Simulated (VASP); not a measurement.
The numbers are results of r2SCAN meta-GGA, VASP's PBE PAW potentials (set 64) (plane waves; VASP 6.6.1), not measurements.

Input for VASP

**INCAR**
```
# general
SYSTEM  = CoAl
PREC    = Normal
ENCUT   = 400
LREAL   = .FALSE.   # projection in real space or not
LASPH   = .TRUE.   # aspherical one-centre terms

# electronic loop
EDIFF   = 1E-5
NELM    = 100
NELMIN  = 4
ALGO    = Normal
LMAXMIX = 4   # l cut-off of mixed one-centre charges
LMIXTAU = .TRUE.

# smearing
ISMEAR  = 1
SIGMA   = 0.1

# functional
METAGGA = R2SCAN

# ions
IBRION  = 2   # conjugate gradients
NSW     = 20
ISIF    = 2   # forces and stress, cell fixed
EDIFFG  = -0.03   # ionic stop

# output
LWAVE   = .FALSE.
LCHARG  = .FALSE.
```

File POSCAR:
```
CoAl
1
    2.8216953664     0.0000000000     0.0000000000
    0.0000000000     2.8216953664     0.0000000000
    0.0000000000     0.0000000000     2.8216953664
Al Co
1 1
Direct
  0.5000000000   0.5000000000   0.5000000000
  0.0000000000   0.0000000000   0.0000000000
```

### KPOINTS
```
Automatic mesh
0
Gamma
14 14 14
0 0 0
```

POTCAR, in this order: Al Co (PBE.64 set). Program: vasp_std.

The resulting files:

**OUTCAR**
```
 ion  position               nearest neighbor table
   1  0.500  0.500  0.500-   2 2.44   2 2.44   2 2.44   2 2.44   2 2.44   2 2.44   2 2.44   2 2.44
  LATTYP: Found a simple cubic cell.
 ALAT       =     2.8216953664
 Subroutine PRICEL returns:
 Original cell was already a primitive cell.
 Subroutine GETGRP returns: Found 48 space group operations
The static configuration has the point symmetry O_h .
The dynamic configuration has the point symmetry O_h .
 Subroutine INISYM returns: Found 48 space group operations
 Subroutine IBZKPT returns following result:
 Found    120 irreducible k-points:

 Following reciprocal coordinates:
            Coordinates               Weight
  0.000000  0.000000  0.000000      1.000000
  0.071429  0.000000  0.000000      6.000000
  0.142857  0.000000  0.000000      6.000000
  0.214286  0.000000  0.000000      6.000000
  0.285714  0.000000  0.000000      6.000000
  0.357143  0.000000  0.000000      6.000000
  0.428571  0.000000  0.000000      6.000000
  0.500000  0.000000  0.000000      3.000000
  0.071429  0.071429  0.000000     12.000000
  0.142857  0.071429  0.000000     24.000000
...
```

**OSZICAR**
```
       N       E                     dE             d eps       ncg     rms          rms(c)
DAV:   1     0.225860932906E+02    0.22586E+02   -0.47451E+03  2458   0.107E+03
DAV:   2    -0.231567455646E+02   -0.45743E+02   -0.43166E+02  2414   0.185E+02
DAV:   3    -0.243025918284E+02   -0.11458E+01   -0.11389E+01  2878   0.385E+01
DAV:   4    -0.243237761171E+02   -0.21184E-01   -0.21177E-01  2982   0.474E+00
DAV:   5    -0.243244834912E+02   -0.70737E-03   -0.70733E-03  2790   0.819E-01    0.140E+01
DAV:   6    -0.257798262883E+02   -0.14553E+01   -0.80691E+01  2638   0.145E+02    0.184E+01
DAV:   7    -0.210579430059E+02    0.47219E+01   -0.32894E+01  2644   0.835E+01    0.210E+00
DAV:   8    -0.210977950274E+02   -0.39852E-01   -0.42395E-01  2810   0.811E+00    0.203E+00
DAV:   9    -0.210866742581E+02    0.11121E-01   -0.30160E-01  2708   0.954E+00    0.790E-01
DAV:  10    -0.210752984279E+02    0.11376E-01   -0.60356E-02  2672   0.424E+00    0.175E-01
DAV:  11    -0.210800974285E+02   -0.47990E-02   -0.42595E-03  2596   0.966E-01    0.123E-01
DAV:  12    -0.210801761825E+02   -0.78754E-04   -0.17312E-04  2760   0.163E-01    0.217E-02
DAV:  13    -0.210801810482E+02   -0.48656E-05   -0.20184E-05  1826   0.674E-02
   1 F= -.21080181E+02 E0= -.21080269E+02  d E =-.210802E+02
```

**OUTCAR**
```
------------------------ aborting loop because EDIFF is reached ----------------------------------------
  FORCE on cell =-STRESS in cart. coord.  units (eV):
  Direction    XX          YY          ZZ          XY          YZ          ZX
  --------------------------------------------------------------------------------------
  Total       -0.0206844     -0.0206844     -0.0206844     -0.0000000     -0.0000000     -0.0000000
  in kB       -1.4751050     -1.4751050     -1.4751050     -0.0000000     -0.0000000     -0.0000000
  external PRESSURE =      -1.4751050 kB  Pullay stress =       0.0000000 kB
  volume of cell :       22.47
      direct lattice vectors                 reciprocal lattice vectors
     2.821695366  0.000000000  0.000000000     0.354396868  0.000000000  0.000000000
     0.000000000  2.821695366  0.000000000     0.000000000  0.354396868  0.000000000
     0.000000000  0.000000000  2.821695366     0.000000000  0.000000000  0.354396868
 POSITION                                       TOTAL-FORCE (eV/Angst)
 -----------------------------------------------------------------------------------
      1.41085      1.41085      1.41085         0.000000      0.000000      0.000000
      0.00000      0.00000      0.00000         0.000000      0.000000      0.000000
 -----------------------------------------------------------------------------------
    total drift:                               -0.000000     -0.000000     -0.000000
  FREE ENERGIE OF THE ION-ELECTRON SYSTEM (eV)
  ---------------------------------------------------
  free  energy   TOTEN  =       -21.0801810482 eV

  energy  without entropy=      -21.0804438206  energy(sigma->0) =      -21.08026864

 reached required accuracy - stopping structural energy minimisation
```
(Selected blocks of OUTCAR.)

The compound is CoAl in the CsCl type structure. It was relaxed first. The run is not spin-polarised, so no magnetic state was tried.
